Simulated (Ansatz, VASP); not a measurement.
# ScC3: VASP beside Ansatz

Wanted: the spread between two codes on one cell, functional and k mesh. The cell is generated by rule, not measured, and may not be a known phase. The cell is taken from a series of runs on this material, whose earlier steps may have relaxed, scaled, displaced or heated it; both programs get it as it stands.

Method: plane waves, with VASP 6.6.1 beside it; zone-centre phonons at LDA, in Ansatz 0.2.0.

The structure was built from a prototype and need not be the compound's stable phase.

## Step 1: Starting point

The structure is cubic, space group Pm-3m (No. 221). Conventional cell: a = 3.254 Å, b = 3.254 Å, c = 3.254 Å, α = 90.00°, β = 90.00°, γ = 90.00°. Nearest to Sc lie 12 C at 2.30 Å. C has 4 Sc at 2.30 Å and 8 C at 2.30 Å nearest. Farther neighbours are not listed.

## Step 2: VASP: zone-centre phonons, LDA

Second derivatives magnify differences that forces hide, and they need a tight electronic threshold.

Lines of VASP's logs that name or quote its potential files are left out, and so is its time.

INCAR

```
SYSTEM = ScC3
PREC = Accurate
ENCUT = 600
EDIFF = 1E-08
NELM = 120
ISMEAR = 1
SIGMA = 0.2
LREAL = .FALSE.
ALGO = Normal
GGA = CA
NBANDS = 17
LASPH = .TRUE.
LORBIT = 11
LWAVE = .FALSE.
LCHARG = .FALSE.
ISIF = 2
IBRION = 8
GGA_COMPAT = .FALSE.
KPAR = 2
```

POSCAR

```
ScC3
1.0
    3.2537740111      0.0000000000      0.0000000000
    0.0000000000      3.2537740111      0.0000000000
    0.0000000000      0.0000000000      3.2537740111
Sc C
1 3
Direct
    0.0000000000      0.0000000000      0.0000000000
    0.0000000000      0.5000000000      0.5000000000
    0.5000000000      0.0000000000      0.5000000000
    0.5000000000      0.5000000000      0.0000000000
```

KPOINTS

```
Automatic mesh
0
Gamma
16 16 16
0 0 0
```

Potentials, in the order of the species: Sc_sv and C (LDA family, release 64).

Command:

```bash
$ mpirun -np 2 vasp_std
```

Log:

```text
[banner, memory and clock lines left out]
running    2 mpi-ranks, on    1 nodes
 distrk:  each k-point on    1 cores,    2 groups
 distr:  one band on    1 cores,    1 groups

 POSCAR found type information on POSCAR ScC
 POSCAR found :  2 types and       4 ions
 LDA part: xc-table for (Slater(with rela. corr.)+CA(PZ))
 , standard interpolation
 POSCAR, INCAR and KPOINTS ok, starting setup
 FFT: planning ... GRIDC
 FFT: planning ... GRID_SOFT
 FFT: planning ... GRID
 WAVECAR not read
 entering main loop
       N       E                     dE             d eps       ncg     rms          rms(c)
DAV:   1     0.175034778236E+03    0.17503E+03   -0.11717E+04  5810   0.160E+03
DAV:   2    -0.160845282901E+02   -0.19112E+03   -0.18798E+03  5812   0.424E+02
DAV:   3    -0.306252983291E+02   -0.14541E+02   -0.14068E+02  9329   0.100E+02
DAV:   4    -0.309702257823E+02   -0.34493E+00   -0.34178E+00  7996   0.175E+01
DAV:   5    -0.309773345209E+02   -0.71087E-02   -0.70954E-02  8266   0.180E+00    0.180E+01
DAV:   6    -0.296920020214E+02    0.12853E+01   -0.44288E+00  9721   0.292E+01    0.832E+00
DAV:   7    -0.296000914839E+02    0.91911E-01   -0.25927E-01  9743   0.594E+00    0.320E+00
DAV:   8    -0.295832664784E+02    0.16825E-01   -0.49579E-02  8930   0.226E+00    0.299E-01
DAV:   9    -0.295830651151E+02    0.20136E-03   -0.18219E-02  9643   0.176E+00    0.204E-01
DAV:  10    -0.295824311593E+02    0.63396E-03   -0.41526E-03  9510   0.932E-01    0.380E-02
DAV:  11    -0.295824367621E+02   -0.56028E-05   -0.54546E-05  8483   0.726E-02    0.145E-02
DAV:  12    -0.295824362543E+02    0.50777E-06   -0.19921E-06  7982   0.110E-02    0.233E-03
DAV:  13    -0.295824362378E+02    0.16565E-07   -0.50698E-07  9449   0.100E-02    0.975E-04
DAV:  14    -0.295824362251E+02    0.12665E-07   -0.11530E-07  9207   0.486E-03    0.274E-04
DAV:  15    -0.295824362245E+02    0.58958E-09   -0.28653E-09  4283   0.811E-04
   1 F= -.29582436E+02 E0= -.29581464E+02  d E =-.291689E-02
 Linear response reoptimize wavefunctions to high precision
DAV:   1    -0.295824362246E+02   -0.55252E-10   -0.49024E-10  4441   0.328E-04
 Linear response DOF=           3
 Linear response progress:
  Degree of freedom:   1/  3
       N       E                     dE             d eps       ncg     rms          rms(c)
RMM:   1    -0.766048420607E+00   -0.76605E+00   -0.10462E+02 14133   0.224E+02
RMM:   2    -0.737977635459E+00    0.28071E-01   -0.33866E-01 21908   0.549E+00    0.170E-01
RMM:   3    -0.739670573420E+00   -0.16929E-02   -0.21450E-02 25231   0.131E+00    0.614E-02
RMM:   4    -0.738863027695E+00    0.80755E-03   -0.26144E-03 29882   0.332E-01    0.221E-02
RMM:   5    -0.738564187439E+00    0.29884E-03   -0.26767E-04 30370   0.957E-02    0.956E-03
RMM:   6    -0.738465535005E+00    0.98652E-04   -0.46908E-05 28886   0.452E-02    0.306E-03
RMM:   7    -0.738457475605E+00    0.80594E-05   -0.13179E-05 30794   0.172E-02    0.184E-03
RMM:   8    -0.738464725941E+00   -0.72503E-05   -0.54533E-06 30670   0.810E-03    0.400E-04
RMM:   9    -0.738469016343E+00   -0.42904E-05   -0.24638E-06 30163   0.506E-03    0.164E-04
RMM:  10    -0.738474005156E+00   -0.49888E-05   -0.15208E-06 28932   0.395E-03    0.342E-05
RMM:  11    -0.738474155489E+00   -0.15033E-06   -0.96845E-07 30653   0.311E-03    0.208E-05
RMM:  12    -0.738474253554E+00   -0.98065E-07   -0.75575E-07 30305   0.280E-03    0.109E-05
RMM:  13    -0.738474221808E+00    0.31746E-07   -0.55715E-07 30281   0.263E-03    0.116E-05
RMM:  14    -0.738474165306E+00    0.56502E-07   -0.39493E-07 29973   0.254E-03    0.234E-05
RMM:  15    -0.738473824958E+00    0.34035E-06   -0.34268E-07 30748   0.247E-03    0.226E-05
RMM:  16    -0.738473888167E+00   -0.63209E-07   -0.32526E-07 30146   0.244E-03    0.104E-05
RMM:  17    -0.738473889816E+00   -0.16486E-08   -0.31368E-07 32148   0.240E-03    0.108E-05
RMM:  18    -0.738473892057E+00   -0.22411E-08   -0.24125E-07 32367   0.238E-03    0.118E-05
RMM:  19    -0.738473891632E+00    0.42460E-09   -0.31274E-07 32705   0.236E-03    0.141E-05
RMM:  20    -0.738473911420E+00   -0.19788E-07   -0.27111E-07 32573   0.235E-03    0.125E-05
 first order change of Fermi-energy  -0.48231E-03
 force on displaced ion       1 direction 1 : -15.214  -0.000  -0.000
 Linear response progress:
  Degree of freedom:   2/  3
       N       E                     dE             d eps       ncg     rms          rms(c)
RMM:   1    -0.105402570197E+00   -0.10540E+00   -0.18844E-02 30045   0.181E+00
RMM:   2    -0.989148464628E-01    0.64877E-02   -0.33515E-03 24722   0.547E-01    0.114E-01
RMM:   3    -0.988944252541E-01    0.20421E-04   -0.50387E-04 27709   0.129E-01    0.621E-02
RMM:   4    -0.989182602685E-01   -0.23835E-04   -0.88322E-05 27939   0.637E-02    0.136E-02
RMM:   5    -0.989312184346E-01   -0.12958E-04   -0.12879E-05 29099   0.219E-02    0.433E-03
RMM:   6    -0.989283123552E-01    0.29061E-05   -0.19637E-06 28563   0.737E-03    0.157E-03
RMM:   7    -0.989208538465E-01    0.74585E-05   -0.49203E-07 29177   0.401E-03    0.395E-04
RMM:   8    -0.989188037511E-01    0.20501E-05   -0.35015E-07 28635   0.172E-03    0.133E-04
RMM:   9    -0.989189759176E-01   -0.17217E-06   -0.33345E-07 28354   0.126E-03    0.269E-05
RMM:  10    -0.989189869459E-01   -0.11028E-07   -0.33471E-07 28934   0.104E-03    0.107E-05
RMM:  11    -0.989190627870E-01   -0.75841E-07   -0.34313E-07 29150   0.101E-03    0.326E-06
RMM:  12    -0.989190534948E-01    0.92922E-08   -0.34098E-07 29342   0.102E-03    0.150E-06
RMM:  13    -0.989190532454E-01    0.24936E-09   -0.41041E-07 29659   0.102E-03    0.124E-06
RMM:  14    -0.989190528916E-01    0.35385E-09   -0.51789E-07 29720   0.102E-03    0.288E-07
RMM:  15    -0.989190528076E-01    0.84026E-10   -0.50861E-07 28610   0.102E-03    0.440E-07
RMM:  16    -0.989190526629E-01    0.14468E-09   -0.62646E-07 28620   0.102E-03    0.289E-07
RMM:  17    -0.989190528778E-01   -0.21491E-09   -0.66977E-07 28677   0.102E-03    0.342E-07
RMM:  18    -0.989190524943E-01    0.38347E-09   -0.69015E-07 28953   0.102E-03    0.234E-07
RMM:  19    -0.989190529615E-01   -0.46717E-09   -0.79466E-07 29217   0.102E-03    0.321E-07
RMM:  20    -0.989190526666E-01    0.29490E-09   -0.70403E-07 29458   0.102E-03    0.322E-07
RMM:  21    -0.989190527315E-01   -0.64922E-10   -0.76428E-07 29734   0.102E-03    0.416E-07
RMM:  22    -0.989190526233E-01    0.10818E-09   -0.67504E-07 29921   0.102E-03    0.349E-07
RMM:  23    -0.989190527008E-01   -0.77481E-10   -0.71924E-07 30233   0.102E-03    0.391E-07
RMM:  24    -0.989190526160E-01    0.84838E-10   -0.69477E-07 30391   0.102E-03    0.379E-07
 first order change of Fermi-energy   0.25639E-03
 force on displaced ion       2 direction 1 :  11.555   0.000  -0.000
 Linear response progress:
  Degree of freedom:   3/  3
       N       E                     dE             d eps       ncg     rms          rms(c)
RMM:   1    -0.115997168654E+00   -0.11600E+00   -0.20549E-02 56040   0.279E+00
RMM:   2    -0.108415713551E+00    0.75815E-02   -0.47941E-03 45167   0.699E-01    0.831E-02
RMM:   3    -0.109019452207E+00   -0.60374E-03   -0.89341E-04 51497   0.158E-01    0.501E-02
RMM:   4    -0.109441833430E+00   -0.42238E-03   -0.13230E-04 50482   0.710E-02    0.120E-02
RMM:   5    -0.109459192445E+00   -0.17359E-04   -0.13592E-05 52171   0.254E-02    0.287E-03
RMM:   6    -0.109460095969E+00   -0.90352E-06   -0.21959E-06 52550   0.732E-03    0.119E-03
RMM:   7    -0.109458492204E+00    0.16038E-05   -0.42434E-07 51764   0.315E-03    0.357E-04
RMM:   8    -0.109458127643E+00    0.36456E-06   -0.39866E-07 52184   0.180E-03    0.119E-04
RMM:   9    -0.109458280644E+00   -0.15300E-06   -0.42513E-07 53037   0.123E-03    0.149E-05
RMM:  10    -0.109458286731E+00   -0.60874E-08   -0.50550E-07 52998   0.111E-03    0.617E-06
RMM:  11    -0.109458269102E+00    0.17630E-07   -0.45754E-07 52154   0.112E-03    0.272E-06
RMM:  12    -0.109458272670E+00   -0.35681E-08   -0.46304E-07 53559   0.112E-03    0.996E-07
RMM:  13    -0.109458270009E+00    0.26608E-08   -0.48420E-07 52466   0.113E-03    0.902E-07
RMM:  14    -0.109458271515E+00   -0.15057E-08   -0.51906E-07 51859   0.114E-03    0.623E-07
RMM:  15    -0.109458270340E+00    0.11746E-08   -0.45233E-07 51084   0.114E-03    0.656E-07
RMM:  16    -0.109458270308E+00    0.32074E-10   -0.63835E-07 51458   0.114E-03    0.237E-07
RMM:  17    -0.109458269332E+00    0.97655E-09   -0.63656E-07 52154   0.114E-03    0.527E-07
RMM:  18    -0.109458270248E+00   -0.91662E-09   -0.72010E-07 52794   0.113E-03    0.280E-07
RMM:  19    -0.109458270899E+00   -0.65081E-09   -0.78952E-07 52892   0.114E-03    0.476E-07
RMM:  20    -0.109458270861E+00    0.38073E-10   -0.66372E-07 53365   0.113E-03    0.260E-07
RMM:  21    -0.109458271619E+00   -0.75769E-09   -0.75772E-07 53877   0.113E-03    0.373E-07
RMM:  22    -0.109458271153E+00    0.46616E-09   -0.68320E-07 54365   0.113E-03    0.393E-07
RMM:  23    -0.109458271159E+00   -0.68783E-11   -0.77311E-07 54768   0.113E-03    0.414E-07
RMM:  24    -0.109458271093E+00    0.66624E-10   -0.71897E-07 55226   0.113E-03    0.423E-07
 first order change of Fermi-energy   0.15893E-03
 force on displaced ion       2 direction 2 :   0.000  -6.024   0.000
 Linear response finished
```

Parts of OUTCAR (step 2):

```text
ion  position               nearest neighbor table
   1  0.000  0.000  0.000-   2 2.30   3 2.30   4 2.30   2 2.30   3 2.30   2 2.30   4 2.30   2 2.30
                             3 2.30   4 2.30   3 2.30   4 2.30
   2  0.000  0.500  0.500-   1 2.30   1 2.30   1 2.30   1 2.30
   3  0.500  0.000  0.500-   1 2.30   1 2.30   1 2.30   1 2.30
   4  0.500  0.500  0.000-   1 2.30   1 2.30   1 2.30   1 2.30

  LATTYP: Found a simple cubic cell.
 ALAT       =     3.2537740111

 Subroutine GETGRP returns: Found 48 space group operations
 (whereof 48 operations were pure point group operations)

The static configuration has the point symmetry O_h .

 Found    165 irreducible k-points:

   k-points           NKPTS =    165   k-points in BZ     NKDIM =    165   number of bands    NBANDS=     17

   dimension x,y,z NGX =    28 NGY =   28 NGZ =   28
   dimension x,y,z NGXF=    56 NGYF=   56 NGZF=   56

   ENCUT  =  600.0 eV  44.10 Ry    6.64 a.u.   6.50  6.50  6.50*2*pi/ulx,y,z

   NELECT =      23.0000    total number of electrons

 k-points in reciprocal lattice and weights: Automatic mesh
   0.00000000  0.00000000  0.00000000       0.000
   0.06250000  0.00000000  0.00000000       0.001
   0.12500000  0.00000000  0.00000000       0.001
   0.18750000  0.00000000  0.00000000       0.001
   0.25000000  0.00000000  0.00000000       0.001
   0.31250000  0.00000000  0.00000000       0.001
   0.37500000  0.00000000  0.00000000       0.001
   0.43750000  0.00000000  0.00000000       0.001
   0.50000000  0.00000000  0.00000000       0.001
[...]
0.50000000  0.50000000  0.43750000       0.001
   0.50000000  0.50000000  0.50000000       0.000

 average (electrostatic) potential at core
       1 -41.7785       2 -52.8394       3 -52.8394       4 -52.8394

  Total        0.1996687      0.1996687      0.1996687      0.0000000      0.0000000      0.0000000
  in kB        9.2866342      9.2866342      9.2866342      0.0000000      0.0000000      0.0000000
  external PRESSURE =       9.2866342 kB  Pullay stress =       0.0000000 kB

  energy-cutoff  :      600.00
  volume of cell :       34.45
      direct lattice vectors                 reciprocal lattice vectors
     3.253774011  0.000000000  0.000000000     0.307335419  0.000000000  0.000000000
     0.000000000  3.253774011  0.000000000     0.000000000  0.307335419  0.000000000
     0.000000000  0.000000000  3.253774011     0.000000000  0.000000000  0.307335419

 POSITION                                       TOTAL-FORCE (eV/Angst)
 -----------------------------------------------------------------------------------
      0.00000      0.00000      0.00000         0.000000      0.000000      0.000000
      0.00000      1.62689      1.62689         0.000000      0.000000      0.000000
      1.62689      0.00000      1.62689         0.000000      0.000000      0.000000
      1.62689      1.62689      0.00000         0.000000      0.000000      0.000000
 -----------------------------------------------------------------------------------
    total drift:                                0.000000      0.000000      0.000000

 Eigenvectors and eigenvalues of the dynamical matrix
 ----------------------------------------------------

   1 f  =   15.501831 THz    97.400876 2PiTHz  517.085419 cm-1    64.110392 meV
             X         Y         Z           dx          dy          dz
      0.000000  0.000000  0.000000     0.062347    0.034310   -0.627840
      0.000000  1.626887  1.626887    -0.014358   -0.029231    0.534895
      1.626887  0.000000  1.626887    -0.053117   -0.007902    0.534895
      1.626887  1.626887  0.000000    -0.053117   -0.029231    0.144591

   2 f  =   15.501831 THz    97.400876 2PiTHz  517.085419 cm-1    64.110392 meV
             X         Y         Z           dx          dy          dz
      0.000000  0.000000  0.000000    -0.502836   -0.376080   -0.070486
      0.000000  1.626887  1.626887     0.115802    0.320405    0.060051
      1.626887  0.000000  1.626887     0.428396    0.086610    0.060051
      1.626887  1.626887  0.000000     0.428396    0.320405    0.016233

   3 f  =   15.501831 THz    97.400876 2PiTHz  517.085419 cm-1    64.110392 meV
             X         Y         Z           dx          dy          dz
      0.000000  0.000000  0.000000     0.377514   -0.506592    0.009804
      0.000000  1.626887  1.626887    -0.086941    0.431596   -0.008353
      1.626887  0.000000  1.626887    -0.321627    0.116667   -0.008353
      1.626887  1.626887  0.000000    -0.321627    0.431596   -0.002258

   4 f  =   11.901063 THz    74.776582 2PiTHz  396.976720 cm-1    49.218818 meV
             X         Y         Z           dx          dy          dz
      0.000000  0.000000  0.000000    -0.000000   -0.000000    0.000000
      0.000000  1.626887  1.626887    -0.000000    0.249704    0.605028
      1.626887  0.000000  1.626887    -0.267561    0.000000   -0.605028
      1.626887  1.626887  0.000000     0.267561   -0.249704    0.000000

   5 f  =   11.901063 THz    74.776582 2PiTHz  396.976720 cm-1    49.218818 meV
             X         Y         Z           dx          dy          dz
      0.000000  0.000000  0.000000     0.000000   -0.000000    0.000000
      0.000000  1.626887  1.626887     0.000000    0.471968    0.037474
      1.626887  0.000000  1.626887     0.525206   -0.000000   -0.037474
      1.626887  1.626887  0.000000    -0.525206   -0.471968   -0.000000

   6 f  =   11.901063 THz    74.776582 2PiTHz  396.976720 cm-1    49.218818 meV
             X         Y         Z           dx          dy          dz
      0.000000  0.000000  0.000000    -0.000000    0.000000    0.000000
      0.000000  1.626887  1.626887    -0.000000    0.463567   -0.364056
      1.626887  0.000000  1.626887    -0.390601   -0.000000    0.364056
      1.626887  1.626887  0.000000     0.390601   -0.463567    0.000000

   7 f/i=    0.001233 THz     0.007750 2PiTHz    0.041142 cm-1     0.005101 meV
             X         Y         Z           dx          dy          dz
      0.000000  0.000000  0.000000     0.019912    0.744266    0.026069
      0.000000  1.626887  1.626887     0.010292    0.384803    0.013478
      1.626887  0.000000  1.626887     0.010295    0.384685    0.013478
      1.626887  1.626887  0.000000     0.010295    0.384803    0.013474

   8 f/i=    0.001233 THz     0.007750 2PiTHz    0.041142 cm-1     0.005101 meV
             X         Y         Z           dx          dy          dz
      0.000000  0.000000  0.000000    -0.073347    0.027912   -0.740843
      0.000000  1.626887  1.626887    -0.037910    0.014431   -0.383034
      1.626887  0.000000  1.626887    -0.037922    0.014427   -0.383034
      1.626887  1.626887  0.000000    -0.037922    0.014431   -0.382916

   9 f/i=    0.001233 THz     0.007750 2PiTHz    0.041142 cm-1     0.005101 meV
             X         Y         Z           dx          dy          dz
      0.000000  0.000000  0.000000    -0.741102    0.017235    0.074022
      0.000000  1.626887  1.626887    -0.383050    0.008911    0.038271
      1.626887  0.000000  1.626887    -0.383167    0.008908    0.038271
      1.626887  1.626887  0.000000    -0.383167    0.008911    0.038259

  10 f/i=   17.006071 THz   106.852296 2PiTHz  567.261472 cm-1    70.331427 meV
             X         Y         Z           dx          dy          dz
      0.000000  0.000000  0.000000    -0.081968   -0.197549    0.000000
      0.000000  1.626887  1.626887     0.349269   -0.229709   -0.000000
      1.626887  0.000000  1.626887    -0.095312    0.841764    0.000000
      1.626887  1.626887  0.000000    -0.095312   -0.229709    0.000000

  11 f/i=   17.006071 THz   106.852296 2PiTHz  567.261472 cm-1    70.331427 meV
             X         Y         Z           dx          dy          dz
      0.000000  0.000000  0.000000     0.000000   -0.000000   -0.213879
      0.000000  1.626887  1.626887    -0.000000   -0.000000   -0.248698
      1.626887  0.000000  1.626887     0.000000    0.000000   -0.248698
      1.626887  1.626887  0.000000     0.000000   -0.000000    0.911348

  12 f/i=   17.006071 THz   106.852296 2PiTHz  567.261472 cm-1    70.331427 meV
             X         Y         Z           dx          dy          dz
      0.000000  0.000000  0.000000     0.197549   -0.081968   -0.000000
      0.000000  1.626887  1.626887    -0.841764   -0.095312    0.000000
      1.626887  0.000000  1.626887     0.229709    0.349269    0.000000
      1.626887  1.626887  0.000000     0.229709   -0.095312   -0.000000

 ELASTIC MODULI CONTR FROM IONIC RELAXATION (kBar)
 Direction    XX          YY          ZZ          XY          YZ          ZX
 --------------------------------------------------------------------------------
 XX           0.0000      0.0000      0.0000      0.0000      0.0000      0.0000
 YY           0.0000      0.0000      0.0000      0.0000      0.0000      0.0000
 ZZ           0.0000      0.0000      0.0000      0.0000      0.0000      0.0000
 XY           0.0000      0.0000      0.0000      0.0000      0.0000      0.0000
 YZ           0.0000      0.0000      0.0000      0.0000      0.0000      0.0000
 ZX           0.0000      0.0000      0.0000      0.0000      0.0000      0.0000
 --------------------------------------------------------------------------------
```

This run has no spin polarisation. Its electron count is odd, so without a moment it is a metal by construction.

(Part 1 of 2 ends here.)

[Lines on the potential files, build, host, timing and source positions are cut from VASP's logs without a mark.]

[Logs are printed without paths, hosts, clocks, repeated set-up lines and the standing remarks that a program may print on its own settings, such as how far it seeks lower states.]

[Hosts, paths, dates, database ids (printed as entryN), source tags and the programs' standing remarks are cut or masked in the printed files.]
